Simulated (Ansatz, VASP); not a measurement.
**Bi (Bismuth): VASP beside Ansatz**

Aim: how closely do two programs agree when they are given the same cell, functional and k mesh? The cell is taken from a series of runs on this material, whose earlier steps may have relaxed, scaled, displaced or heated it; both programs get it as it stands.

Program: Ansatz 0.2.0. Level of theory: plane waves, with VASP 6.6.1 beside it; zone-centre phonons at LDA. Results are calculated unless marked as measured.

## 1. Starting point

It takes space group R-3m (No. 166, trigonal). Conventional cell: a = 4.461 Å, b = 4.461 Å, c = 11.846 Å, α = 90.00°, β = 90.00°, γ = 120.00°. Nearest to Bi lie 3 Bi at 3.05 Å.

## 2. VASP: zone-centre phonons, LDA

Second derivatives magnify differences that forces hide, and they need a tight electronic threshold.

Lines of VASP's logs that name or quote its potential files are left out, and so is its time.

The input, INCAR:

```
SYSTEM = Bi
PREC = Accurate
ENCUT = 500
EDIFF = 1E-08
NELM = 120
ISMEAR = 1
SIGMA = 0.2
LREAL = .FALSE.
ALGO = Normal
GGA = CA
NBANDS = 21
LORBIT = 11
LWAVE = .FALSE.
LCHARG = .FALSE.
ISIF = 2
IBRION = 8
LASPH = .TRUE.
GGA_COMPAT = .FALSE.
KPAR = 2
```

The input, POSCAR:

```
Bi
1.0
    2.2303314771      1.2876824787      3.9485641000
   -2.2303314771      1.2876824787      3.9485641000
    0.0000000000     -2.5753649573      3.9485641000
Bi
2
Direct
    0.2358038123      0.2358038130      0.2358038123
    0.7641961877      0.7641961870      0.7641961877
```

The input, KPOINTS:

```
Automatic mesh
0
Gamma
12 12 12
0 0 0
```

Potentials, in the order of the species: Bi_d (LDA family, release 64).

Launch:

```console
mpirun -np 2 vasp_std
```

Numbers of over 12 decimals in the logs are rounded to 6 here.

The log of the run:

```text
[banner, memory and clock lines left out]
running    2 mpi-ranks, on    1 nodes
 distrk:  each k-point on    1 cores,    2 groups
 distr:  one band on    1 cores,    1 groups

 POSCAR found type information on POSCAR Bi
 POSCAR found :  1 types and       2 ions
 LDA part: xc-table for (Slater(with rela. corr.)+CA(PZ))
 , standard interpolation
 POSCAR, INCAR and KPOINTS ok, starting setup
 FFT: planning ... GRIDC
 FFT: planning ... GRID_SOFT
 FFT: planning ... GRID
 WAVECAR not read
 entering main loop
       N       E                     dE             d eps       ncg     rms          rms(c)
DAV:   1     0.300488122398E+03    0.30049E+03   -0.16071E+04  7938   0.169E+03
DAV:   2     0.160396151274E+02   -0.28445E+03   -0.27839E+03  7993   0.438E+02
DAV:   3    -0.825463743078E+01   -0.24294E+02   -0.23987E+02  9371   0.146E+02
DAV:   4    -0.910113927812E+01   -0.84650E+00   -0.84583E+00  9446   0.300E+01
DAV:   5    -0.914211857843E+01   -0.40979E-01   -0.40978E-01 11366   0.590E+00    0.109E+00
DAV:   6    -0.912627732297E+01    0.15841E-01   -0.19522E-02 10387   0.151E+00    0.634E-01
DAV:   7    -0.911893281197E+01    0.73445E-02   -0.13540E-02  9899   0.128E+00    0.104E-01
DAV:   8    -0.911888431592E+01    0.48496E-04   -0.14846E-03  9098   0.476E-01    0.168E-02
DAV:   9    -0.911888921841E+01   -0.49025E-05   -0.73365E-05 11919   0.776E-02    0.906E-03
DAV:  10    -0.911888902622E+01    0.19219E-06   -0.37677E-06 10116   0.150E-02    0.162E-03
DAV:  11    -0.911888904692E+01   -0.20695E-07   -0.28830E-07 10538   0.523E-03    0.663E-04
DAV:  12    -0.911888905504E+01   -0.81200E-08   -0.36216E-08  7704   0.143E-03
   1 F= -.91188891E+01 E0= -.91193247E+01  d E =0.130686E-02
 Linear response reoptimize wavefunctions to high precision
DAV:   1    -0.911888905406E+01    0.97225E-09   -0.83825E-09  9243   0.105E-03
DAV:   2    -0.911888905414E+01   -0.77307E-10   -0.47200E-10  5354   0.189E-04
 Linear response DOF=           2
 Linear response progress:
  Degree of freedom:   1/  2
       N       E                     dE             d eps       ncg     rms          rms(c)
RMM:   1    -0.330520279121E+00   -0.33052E+00    0.23374E-01 48388   0.845E+00
RMM:   2    -0.339239395677E+00   -0.87191E-02   -0.20677E-02 62313   0.119E+00    0.422E-02
RMM:   3    -0.339459973125E+00   -0.22058E-03   -0.17278E-03 66941   0.334E-01    0.240E-02
RMM:   4    -0.339358929957E+00    0.10104E-03   -0.13907E-04 69330   0.103E-01    0.566E-03
RMM:   5    -0.339367192110E+00   -0.82622E-05   -0.17749E-05 65415   0.329E-02    0.240E-03
RMM:   6    -0.339375206425E+00   -0.80143E-05   -0.21627E-06 68966   0.147E-02    0.944E-04
RMM:   7    -0.339376186631E+00   -0.98021E-06    0.12885E-06 67729   0.483E-03    0.353E-04
RMM:   8    -0.339372504702E+00    0.36819E-05    0.79847E-07 69887   0.177E-03    0.101E-04
RMM:   9    -0.339371329232E+00    0.11755E-05    0.95489E-07 69670   0.787E-04    0.404E-05
RMM:  10    -0.339370925507E+00    0.40372E-06    0.44346E-07 71135   0.378E-04    0.130E-05
RMM:  11    -0.339371002248E+00   -0.76740E-07    0.30323E-07 71784   0.227E-04    0.123E-05
RMM:  12    -0.339370752897E+00    0.24935E-06    0.21253E-07 68608   0.151E-04    0.516E-06
RMM:  13    -0.339370691579E+00    0.61318E-07    0.75867E-08 72099   0.110E-04    0.197E-06
RMM:  14    -0.339370646507E+00    0.45072E-07    0.40868E-08 70903   0.918E-05    0.984E-07
RMM:  15    -0.339370616187E+00    0.30320E-07    0.12517E-08 69699   0.839E-05    0.200E-07
RMM:  16    -0.339370620858E+00   -0.46703E-08    0.14075E-09 63067   0.799E-05    0.233E-07
 first order change of Fermi-energy  -0.15970E-04
 force on displaced ion       1 direction 1 :  -2.166  -0.000   0.000
 Linear response progress:
  Degree of freedom:   2/  2
       N       E                     dE             d eps       ncg     rms          rms(c)
RMM:   1    -0.332396863264E+00   -0.33240E+00    0.24729E-01 10532   0.849E+00
RMM:   2    -0.341062197107E+00   -0.86653E-02   -0.19936E-02 13582   0.118E+00    0.398E-02
RMM:   3    -0.341184889825E+00   -0.12269E-03   -0.16212E-03 14618   0.326E-01    0.222E-02
RMM:   4    -0.341017048641E+00    0.16784E-03   -0.14115E-04 14824   0.106E-01    0.588E-03
RMM:   5    -0.341028080286E+00   -0.11032E-04   -0.17245E-05 15021   0.322E-02    0.337E-03
RMM:   6    -0.341038618491E+00   -0.10538E-04   -0.28797E-06 14022   0.141E-02    0.813E-04
RMM:   7    -0.341039872232E+00   -0.12537E-05   -0.40924E-07 14731   0.482E-03    0.556E-04
RMM:   8    -0.341037995865E+00    0.18764E-05   -0.40268E-08 13043   0.184E-03    0.842E-05
RMM:   9    -0.341037645980E+00    0.34989E-06   -0.13554E-08 15342   0.860E-04    0.557E-05
RMM:  10    -0.341037468554E+00    0.17743E-06    0.78379E-09 14644   0.345E-04    0.364E-05
RMM:  11    -0.341037357045E+00    0.11151E-06   -0.12927E-08 14233   0.201E-04    0.844E-06
RMM:  12    -0.341037392966E+00   -0.35921E-07   -0.44599E-09 15526   0.137E-04    0.251E-06
RMM:  13    -0.341037399336E+00   -0.63700E-08   -0.12175E-08 15668   0.101E-04    0.106E-06
 first order change of Fermi-energy   0.18066E+00
 force on displaced ion       1 direction 3 :   0.000  -0.000  -4.177
 Linear response finished
```

From OUTCAR (step 2):

```text
ion  position               nearest neighbor table
   1  0.236  0.236  0.236-   2 3.05   2 3.05   2 3.05   2 3.46   2 3.46   2 3.46
   2  0.764  0.764  0.764-   1 3.05   1 3.05   1 3.05   1 3.46   1 3.46   1 3.46

  LATTYP: Found a trigonal (rhomboedric) cell.
 ALAT       =     4.7141980352
 COS(alpha) =     0.5523349619

 Subroutine GETGRP returns: Found 12 space group operations
 (whereof 12 operations were pure point group operations)

The static configuration has the point symmetry D_3d.

 Found    189 irreducible k-points:

   k-points           NKPTS =    189   k-points in BZ     NKDIM =    189   number of bands    NBANDS=     21

   dimension x,y,z NGX =    36 NGY =   36 NGZ =   36
   dimension x,y,z NGXF=    72 NGYF=   72 NGZF=   72

   ENCUT  =  500.0 eV  36.75 Ry    6.06 a.u.   8.60  8.60  8.60*2*pi/ulx,y,z

   NELECT =      30.0000    total number of electrons

 k-points in reciprocal lattice and weights: Automatic mesh
   0.00000000  0.00000000  0.00000000       0.001
   0.08333333 -0.00000000 -0.00000000       0.003
   0.16666667  0.00000000 -0.00000000       0.003
   0.25000000  0.00000000 -0.00000000       0.003
   0.33333333  0.00000000 -0.00000000       0.003
   0.41666667 -0.00000000 -0.00000000       0.003
   0.50000000  0.00000000 -0.00000000       0.002
   0.08333333  0.08333333 -0.00000000       0.003
   0.16666667  0.08333333 -0.00000000       0.007
[...]
-0.41666667  0.50000000  0.41666667       0.003
   0.50000000  0.50000000  0.50000000       0.001

 average (electrostatic) potential at core
       1-104.3586       2-104.3586

  Total        0.0380775      0.0380775     -0.3753972      0.0000000     -0.0000000      0.0000000
  in kB        0.8966236      0.8966236     -8.8396073      0.0000000     -0.0000000      0.0000000
  external PRESSURE =      -2.3487867 kB  Pullay stress =       0.0000000 kB

  energy-cutoff  :      500.00
  volume of cell :       68.04
      direct lattice vectors                 reciprocal lattice vectors
     2.230331477  1.287682479  3.948564100     0.224181923  0.129431494  0.084418874
    -2.230331477  1.287682479  3.948564100    -0.224181923  0.129431494  0.084418874
     0.000000000 -2.575364957  3.948564100     0.000000000 -0.258862987  0.084418874

 POSITION                                       TOTAL-FORCE (eV/Angst)
 -----------------------------------------------------------------------------------
     -0.00000      0.00000      2.79326         0.000000      0.000000      0.020620
      0.00000     -0.00000      9.05243         0.000000     -0.000000     -0.020620
 -----------------------------------------------------------------------------------
    total drift:                               -0.000000      0.000000     -0.000000

 Eigenvectors and eigenvalues of the dynamical matrix
 ----------------------------------------------------

   1 f  =    3.125796 THz    19.639957 2PiTHz  104.265340 cm-1    12.927249 meV
             X         Y         Z           dx          dy          dz
     -0.000000  0.000000  2.793259     0.000000    0.000000    0.707107
      0.000000 -0.000000  9.052433    -0.000000   -0.000000   -0.707107

   2 f  =    2.250876 THz    14.142671 2PiTHz   75.081139 cm-1     9.308871 meV
             X         Y         Z           dx          dy          dz
     -0.000000  0.000000  2.793259    -0.707107    0.000000    0.000000
      0.000000 -0.000000  9.052433     0.707107   -0.000000    0.000000

   3 f  =    2.250876 THz    14.142671 2PiTHz   75.081139 cm-1     9.308871 meV
             X         Y         Z           dx          dy          dz
     -0.000000  0.000000  2.793259     0.000000    0.707107   -0.000000
      0.000000 -0.000000  9.052433    -0.000000   -0.707107    0.000000

   4 f  =    0.000000 THz     0.000000 2PiTHz    0.000001 cm-1     0.000000 meV
             X         Y         Z           dx          dy          dz
     -0.000000  0.000000  2.793259    -0.494433    0.465612   -0.196829
      0.000000 -0.000000  9.052433    -0.494433    0.465612   -0.196829

   5 f/i=    0.000000 THz     0.000000 2PiTHz    0.000000 cm-1     0.000000 meV
             X         Y         Z           dx          dy          dz
     -0.000000  0.000000  2.793259     0.477143    0.338934   -0.396811
      0.000000 -0.000000  9.052433     0.477143    0.338934   -0.396811

   6 f/i=    0.000000 THz     0.000000 2PiTHz    0.000001 cm-1     0.000000 meV
             X         Y         Z           dx          dy          dz
     -0.000000  0.000000  2.793259     0.166945    0.410280    0.551180
      0.000000 -0.000000  9.052433     0.166945    0.410280    0.551180

 ELASTIC MODULI CONTR FROM IONIC RELAXATION (kBar)
 Direction    XX          YY          ZZ          XY          YZ          ZX
 --------------------------------------------------------------------------------
 XX        -168.7631     25.9725   -127.0596     -0.0000    189.8345      0.0000
 YY          25.9725   -168.7631   -127.0596      0.0000   -189.8345     -0.0000
 ZZ        -127.0596   -127.0596   -226.1235      0.0000     -0.0000     -0.0000
 XY          -0.0000      0.0000      0.0000    -97.3678      0.0000    187.4095
 YZ         189.8345   -189.8345     -0.0000      0.0000   -370.1135     -0.0000
 ZX           0.0000     -0.0000     -0.0000    187.4095     -0.0000   -360.7181
 --------------------------------------------------------------------------------
```

## 3. Ansatz: zone-centre phonons, LDA

Ansatz runs on its PAW soft_1 files.

The same cell, functional (in two slightly different forms), mesh and smearing now go to Ansatz, which takes its cutoff from its data sets.

The input, input.yaml:

```yaml
crystal:
  lattice:
    - [2.2303314771, 1.2876824787, 3.9485641]
    - [-2.2303314771, 1.2876824787, 3.9485641]
    - [0.0, -2.5753649573, 3.9485641]
  atoms:
    - { symbol: Bi, position: [0.2358038123, 0.235803813, 0.2358038123] }
    - { symbol: Bi, position: [0.7641961877, 0.764196187, 0.7641961877] }
kpoints:
  mp_grid: { grid: [12, 12, 12] }
hamiltonian:
  xc: lda
  pseudopotentials: { kind: paw, azcp: { folder: soft_1 }, xc_functional: pbe }
scf:
  occupations: { method: methfessel_paxton, width: 0.2 }
output:
  eigenvalues: true
phonons:
  method: dfpt
```

Launch:

```console
ansatz run input.yaml --threads 4 --pin off --max-ram 10240MiB --backend cpu --events-out ev --progress --plain --runs-dir out
```

The log of the run:

```text
Engine: ansatz 0.2.0, aarch64-unknown-linux-gnu
Pseudopotentials: kind: paw
Pseudopotential: Bi, paw, valence charge 15, recommended cutoff 420 eV (normal), soft_1/Bi.paw.azcp
Functional definition: SPW92
  exchange = slater_x
  correlation = pw_c
Crystal: 2 atoms, lattice volume = 68.041 Å³
Basis set: ecut = 420 eV, 1321 PW (Γ), exchange–correlation on 64×64×64 points (8 copies of the dense FFT grid, shifted against one another)
Bands: 19, of which v1, the nominal top of the filled ones, is band 15 counted from 1 (14 counted from 0)
Symmetry: 12 space group operations
k-points: 476 of 1728 (irreducible under 2 space group operations, time reversal used)
Non-local potential: Bi, projectors of the file, l = 0: 2, l = 1: 2, l = 2: 2, l = 3: 1
PAW form: soft (Blöchl's): semilocal exchange-correlation on the pseudo side does not see the compensation charge
PAW frozen core: Bi, regenerated for the run's functional, and the local potential with it (the file was generated under x = pbe(κ = 0.804, μ = 0.219515), c = pbe(β = 0.066725))
PAW one-centre angular grid: Bi, 590 points (default); XC on 64 Gauss nodes
Initial density: superposition of atomic densities (chi_scale 0.1, normalization cell)
Initial wavefunctions: pseudopotential atomic-orbital guess
Functional: x = slater, c = lda
SCF iter   1: F=—  HF=-24175.705660 eV  |F-HF|=—  |Δ(HF+E_count)|=         —  Δρ=1.19e-2  dr2=8.41e-2  ethr=3.10e-3  ⟨swp⟩=5.5  Hψ=43804  notcnv=0
preconditioner: auto → Kerker (q_TF=auto, 2.380 Å⁻¹)  [metal: Δε(μ)=0.034 eV  Ē_g=20.263 eV  σ=0.200 eV  W_gap=0.14  n_scr=14 (ndim 8)  ℏωp=24.7 eV  f_vac=0.000  D(μ)=0.24/eV (n_scr^D=0)]
SCF iter   2: F=—  HF=-24175.688439 eV  |F-HF|=—  |Δ(HF+E_count)|=   1.72e-2  S|Δr|=    0.00e0  Δρ=7.46e-3  dr2=3.60e-2  ethr=2.80e-4  ⟨swp⟩=1.0  Hψ=12852  notcnv=0
SCF iter   3: F=—  HF=-24175.680234 eV  |F-HF|=—  |Δ(HF+E_count)|=   8.20e-3  S|Δr|=    0.00e0  Δρ=1.05e-3  dr2=1.35e-3  ethr=1.20e-4  ⟨swp⟩=2.1  Hψ=16219  notcnv=0
SCF iter   4: F=—  HF=-24175.680026 eV  |F-HF|=—  |Δ(HF+E_count)|=   2.09e-4  S|Δr|=    0.00e0  Δρ=3.47e-4  dr2=1.34e-4  ethr=4.49e-6  ⟨swp⟩=3.0  Hψ=16212  notcnv=0
SCF iter   5: F=—  HF=-24175.680021 eV  |F-HF|=—  |Δ(HF+E_count)|=   4.24e-6  S|Δr|=    0.00e0  Δρ=1.51e-4  dr2=1.92e-5  ethr=4.47e-7  ⟨swp⟩=2.0  Hψ=15979  notcnv=0
SCF iter   6: F=—  HF=-24175.680014 eV  |F-HF|=—  |Δ(HF+E_count)|=   7.58e-6  S|Δr|=    0.00e0  Δρ=2.23e-5  dr2=4.95e-7  ethr=6.39e-8  ⟨swp⟩=2.0  Hψ=16190  notcnv=0
SCF iter   7: F=—  HF=-24175.680012 eV  |F-HF|=—  |Δ(HF+E_count)|=   1.92e-6  S|Δr|=    0.00e0  Δρ=5.59e-6  dr2=4.05e-8  ethr=1.65e-9  ⟨swp⟩=2.0  Hψ=11467  notcnv=0
SCF iter   8: F=—  HF=-24175.680012 eV  |F-HF|=—  |Δ(HF+E_count)|=   2.99e-9  S|Δr|=    0.00e0  Δρ=1.82e-6  dr2=3.71e-9  ethr=1.35e-10  ⟨swp⟩=2.5  Hψ=16348  notcnv=0
SCF iter   9: F=—  HF=-24175.680012 eV  |F-HF|=—  |Δ(HF+E_count)|=  6.58e-10  S|Δr|=    0.00e0  Δρ=3.99e-7  dr2=2.24e-10  ethr=1.24e-11  ⟨swp⟩=3.0  Hψ=16214  notcnv=0
SCF iter  10: F=—  HF=-24175.680012 eV  |F-HF|=—  |Δ(HF+E_count)|=  2.18e-11  S|Δr|=    0.00e0  Δρ=1.45e-7  dr2=3.47e-11  ethr=1.00e-12  ⟨swp⟩=2.0  Hψ=12040  notcnv=0
SCF iter  11: F=-24175.680012 eV  HF=-24175.680012 eV  |F-HF|=1.09e-11  |Δ(HF+E_count)|=  7.28e-12  S|Δr|=    0.00e0  Δρ=4.89e-8  dr2=2.01e-12  ethr=1.00e-12  ⟨swp⟩=5.6  Hψ=35213  notcnv=0
SCF 1 converged in 11 iterations: F = -24175.680012 eV  dr2 = 2.01e-12
  greatest PAW one-centre occupation: 0.988 electrons in one spin orbital (limit 2), on the Bi atom at site 1 (counted from 0), in its partial waves of l = 2
DFPT response loops at Γ: preconditioner auto → Kerker (q_TF=auto, 2.380 Å⁻¹) (partly filled bands, converged f_vac=0.001); β = 1.00, the filter's whole step (`scf.mixing.beta` (0.50) is not read by the response loops under this deck's `scf.mixing.preconditioner`; to damp them name `kerker` or `kerker_dos`, under which they read `scf.mixing.beta`, and type it under 1.00, their step now; both keys bind the ground state too); Broyden in place of MSR1
SCF converged after 11 iterations
Stability not checked: this state was not tested for a lower state beside it, because cold or Methfessel-Paxton smearing, or corrected tetrahedra, fill the levels in a way that the test cannot read (fill_not_monotonic; see scf.lower_state_search)
Free energy (F): -24175.680012 eV
Harris-Foulkes:  -24175.680012 eV  (|F-HF|=1.09e-11)
Internal energy: -24175.681276 eV  (E = F + TS)
E sigma→0 (E₀):  -24175.680328 eV
Entropy (-TS):   0.001264 eV (0.632 meV/atom)
Fermi energy:    9.913413 eV
--- Per-component energies (eV) ---
  E_band       = -211.778794
  E_kinetic    = 511.040439
  E_local      = -2671.749135  (includes V_loc(G=0)·N_el)
  E_nonlocal   = 825.162225
  E_hartree    = 991.720023
  E_xc         = -301.681230
  E_vxc        = -263.400760  (∫ρ·V_xc dr)
  E_paw        = -20705.232300  (= ΣΔE_a)
  E_vpaw       = -596.272043  (= ΣTr[D̂ρ^β])
  E_aug_tail   = 0.000422  (compensation charges beyond the density's cutoff)
  E_ewald      = -2824.932077
  E_core_change = -0.009642  (= ΣΔE_core)
  E_smearing   = 0.001264  (= −TS)
  E_closure    = 0.000000  (closes the sum)
  Σ components = -24175.680012   (vs F -24175.680012, Δ=0.00e0)
--- Band table (eV; the first three rows and the last of 476) ---
  k-point 0: bands = [... 11 lower, 2.4192, 8.1698, 8.7357, 8.7357, 12.5869, 12.9202, 12.9202, 15.4272]
  k-point 1: bands = [... 11 lower, 2.2588, 8.2166, 8.7198, 8.7302, 12.4609, 12.5757, 12.7403, 15.2267]
  k-point 2: bands = [... 11 lower, 1.8160, 8.3156, 8.7150, 8.7213, 11.7665, 12.1839, 12.2923, 14.9624]
  k-point 475: bands = [... 11 lower, -0.3073, 9.1522, 9.4283, 9.4283, 10.5881, 10.5881, 10.6671, 16.9962]
--- Phonons (Γ-DFPT): 2 representative perturbations + reference, on 476 of 1728 k-points (Σ response iterations 4) ---
  k mesh reduced under 2 symmetry operations, with k and −k counted as one. Each operation leaves every solved perturbation unchanged. A smaller set is not used because it would not reduce the number of displacements times k-points to solve
  ASR residual: 3.109e-4 → 0.000e0 eV/Å²; symmetrization residual: 2.080e-5 eV/Å²
  ASR residual per site (eV/Å²): 3.11e-4 3.11e-4
  Γ frequencies (cm⁻¹): 0.00 0.00 0.00 73.63 73.63 103.53
  non-analytic LO–TO correction: not included (Born effective charges unavailable; polar crystals: no LO–TO splitting at Γ)
```

The column dr2 measures how far the density is from self-consistency, as an energy; F and HF (Harris–Foulkes) agree once it is small.

## 4. Side by side

Known differences besides the potentials themselves: the two LDA forms differ slightly; the cutoff is 420 eV in Ansatz and 500 eV in VASP; VASP's log shows a relativistic correction to its local exchange, Ansatz's none. Total energies have different zeros and are not compared.

Compared:

```csv
quantity,Ansatz,VASP,difference
optical mode 1 to 2 (cm⁻¹),73.6,75.1,-1.93 %
optical mode 3 (cm⁻¹),103.5,104.3,-0.71 %
```

Modes are paired by rising frequency, not by their patterns, so a pair may set unlike modes beside each other; they are those without the splitting of longitudinal modes.

## 5. Summary of results

| Property | Result |
| --- | --- |
| r.m.s. difference of the optical zone-centre modes, each program's sorted by frequency (zone-centre phonons, LDA) | 1.3 cm⁻¹ |
| difference in optical mode 1 to 2 (zone-centre phonons, LDA) | -1.9 % |

**Reading.** The r.m.s. difference of the optical zone-centre modes, each program's sorted by frequency is 1.3 cm⁻¹ (zone-centre phonons, LDA). Among the rows given in per cent, the largest difference of the zone-centre phonons, LDA pair is in optical mode 1 to 2, -1.9 %. How closely two codes agree says nothing of how well the functional describes the real material.

[Lines on the potential files, build, host, timing and source positions are cut from VASP's logs without a mark.]

[Logs are printed without paths, hosts, clocks, repeated set-up lines and the standing remarks that a program may print on its own settings, such as how far it seeks lower states.]

[Hosts, paths, dates, database ids (printed as entryN), source tags and the programs' standing remarks are cut or masked in the printed files.]
